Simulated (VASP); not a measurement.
Computed with PBE GGA, VASP's PBE PAW potentials (set 64) (plane waves; VASP).

The input files of a VASP run:

**KPOINTS**
```
Automatic
0
G
7 7 7
0 0 0
```

**POSCAR**
```
ZnSe
1.0
  0.0000000000   2.8699683480   2.8699683480
  2.8699683480   0.0000000000   2.8699683480
  2.8699683480   2.8699683480   0.0000000000
Zn Se
1 1
Cartesian
  0.0000000000   0.0000000000   0.0000000000
  4.3049525220   4.3049525220   4.3049525220
```

### INCAR
```
# general
SYSTEM  = ZnSe
PREC    = Accurate
ENCUT   = 480
LREAL   = .False.   # projection in real space or not
LASPH   = .True.   # aspherical one-centre terms

# electronic loop
EDIFF   = 1E-6   # SCF stop (eV)
NELM    = 100
ALGO    = Normal   # blocked Davidson
LMAXMIX = 4

# smearing
ISMEAR  = 0
SIGMA   = 0.05

# functional
GGA     = PE

# ions
IBRION  = 2   # conjugate gradients
NSW     = 60
ISIF    = 3   # ions, shape and volume
EDIFFG  = -0.01   # ionic stop

# output
LWAVE   = .False.
LCHARG  = .False.
```

POTCAR, in this order: Zn Se (PBE.64 set). Program: vasp_std.

The resulting files:

### OUTCAR
```
 ion  position               nearest neighbor table
   1  0.000  0.000  0.000-   2 2.49   2 2.49   2 2.49   2 2.49
   2  0.750  0.750  0.750-   1 2.49   1 2.49   1 2.49   1 2.49
  LATTYP: Found a face centered cubic cell.
 ALAT       =     5.7399366960
 Subroutine PRICEL returns:
 Original cell was already a primitive cell.
 Subroutine GETGRP returns: Found 24 space group operations
The static configuration has the point symmetry T_d .
The dynamic configuration has the point symmetry T_d .
 Subroutine INISYM returns: Found 24 space group operations
 Subroutine IBZKPT returns following result:
 Found     20 irreducible k-points:

 Following reciprocal coordinates:
            Coordinates               Weight
  0.000000  0.000000  0.000000      1.000000
  0.142857  0.000000  0.000000      8.000000
  0.285714  0.000000  0.000000      8.000000
  0.428571  0.000000  0.000000      8.000000
  0.142857  0.142857  0.000000      6.000000
  0.285714  0.142857  0.000000     24.000000
  0.428571  0.142857  0.000000     24.000000
 -0.428571  0.142857  0.000000     24.000000
 -0.285714  0.142857  0.000000     24.000000
...
```

File OSZICAR:
```
       N       E                     dE             d eps       ncg     rms          rms(c)
DAV:   1     0.829690955018E+02    0.82969E+02   -0.85429E+03   520   0.149E+03
DAV:   2    -0.754746288700E+00   -0.83724E+02   -0.79773E+02   545   0.263E+02
DAV:   3    -0.627056135928E+01   -0.55158E+01   -0.54924E+01   630   0.680E+01
DAV:   4    -0.632134953960E+01   -0.50788E-01   -0.50776E-01   555   0.701E+00
DAV:   5    -0.632163201885E+01   -0.28248E-03   -0.28248E-03   635   0.502E-01    0.462E+00
DAV:   6    -0.604716473545E+01    0.27447E+00   -0.69572E-01   747   0.284E+01    0.351E+00
DAV:   7    -0.603054937624E+01    0.16615E-01   -0.18704E-01   565   0.434E+00    0.148E+00
DAV:   8    -0.603073723704E+01   -0.18786E-03   -0.41713E-03   600   0.643E-01    0.455E-01
DAV:   9    -0.603102071446E+01   -0.28348E-03   -0.10589E-03   580   0.288E-01    0.691E-02
DAV:  10    -0.603110885929E+01   -0.88145E-04   -0.12997E-04   598   0.114E-01    0.163E-02
DAV:  11    -0.603112430261E+01   -0.15443E-04   -0.28971E-05   583   0.561E-02    0.555E-03
DAV:  12    -0.603112567918E+01   -0.13766E-05   -0.36682E-06   600   0.206E-02    0.405E-03
DAV:  13    -0.603112572980E+01   -0.50617E-07   -0.69035E-07   400   0.932E-03
   1 F= -.60311257E+01 E0= -.60311257E+01  d E =-.603113E+01
```

File OUTCAR:
```
------------------------ aborting loop because EDIFF is reached ----------------------------------------
  FORCE on cell =-STRESS in cart. coord.  units (eV):
  Direction    XX          YY          ZZ          XY          YZ          ZX
  --------------------------------------------------------------------------------------
  Total       -0.0048810     -0.0048810     -0.0048810      0.0000000      0.0000000     -0.0000000
  in kB       -0.1654093     -0.1654093     -0.1654093      0.0000000      0.0000000     -0.0000000
  external PRESSURE =      -0.1654093 kB  Pullay stress =       0.0000000 kB
  volume of cell :       47.28
      direct lattice vectors                 reciprocal lattice vectors
     0.000000000  2.869968348  2.869968348    -0.174217949  0.174217949  0.174217949
     2.869968348  0.000000000  2.869968348     0.174217949 -0.174217949  0.174217949
     2.869968348  2.869968348  0.000000000     0.174217949  0.174217949 -0.174217949
  FREE ENERGIE OF THE ION-ELECTRON SYSTEM (eV)
  ---------------------------------------------------
  free  energy   TOTEN  =        -6.0311257298 eV

  energy  without entropy=       -6.0311257298  energy(sigma->0) =       -6.03112573

 reached required accuracy - stopping structural energy minimisation
```
(Selected blocks of OUTCAR.)

File OUTCAR:
```
 val. band max:        1.2953215181   @ k =   0.0000   0.0000   0.0000

 cond. band min:       2.4337998881   @ k =   0.0000   0.0000   0.0000


 Fermi energy:         1.5767585653

 k-point     1 :       0.0000    0.0000    0.0000
  band No.  band energies     occupation
      1     -11.7270      2.00000
      2      -5.1207      2.00000
      3      -5.1207      2.00000
      4      -5.1207      2.00000
      5      -4.7847      2.00000
      6      -4.7847      2.00000
      7       1.2953      2.00000
      8       1.2953      2.00000
      9       1.2953      2.00000
     10       2.4338      0.00000
     11       7.1049      0.00000
     12       7.1049      0.00000
     13       7.1049      0.00000

 k-point     2 :       0.1429    0.0000    0.0000
  band No.  band energies     occupation
      1     -11.6062      2.00000
      2      -5.1079      2.00000
      3      -5.1022      2.00000
      4      -5.1022      2.00000
      5      -4.7861      2.00000
      6      -4.7861      2.00000
      7      -0.2424      2.00000
      8       1.1152      2.00000
      9       1.1152      2.00000
     10       3.5662      0.00000
     11       7.0507      0.00000
     12       7.4066      0.00000
     13       7.4067      0.00000

 k-point     3 :       0.2857    0.0000    0.0000
  band No.  band energies     occupation
      1     -11.3106      2.00000
      2      -5.0655      2.00000
      3      -5.0655      2.00000
      4      -5.0166      2.00000
      5      -4.7825      2.00000
      6      -4.7824      2.00000
      7      -2.0896      2.00000
      8       0.7624      2.00000
      9       0.7624      2.00000
     10       3.9386      0.00000
     11       7.7548      0.00000
     12       7.7548      0.00000
     13       8.1547      0.00000

 k-point     4 :       0.4286    0.0000    0.0000
  band No.  band energies     occupation
      1     -11.0430      2.00000
      2      -5.0430      2.00000
      3      -5.0430      2.00000
...
```

The structure comes from a computed database's ZnSe entry (F-43m); how it stands against other phases isn't given here. It was relaxed first. The start is the result of an earlier pass.
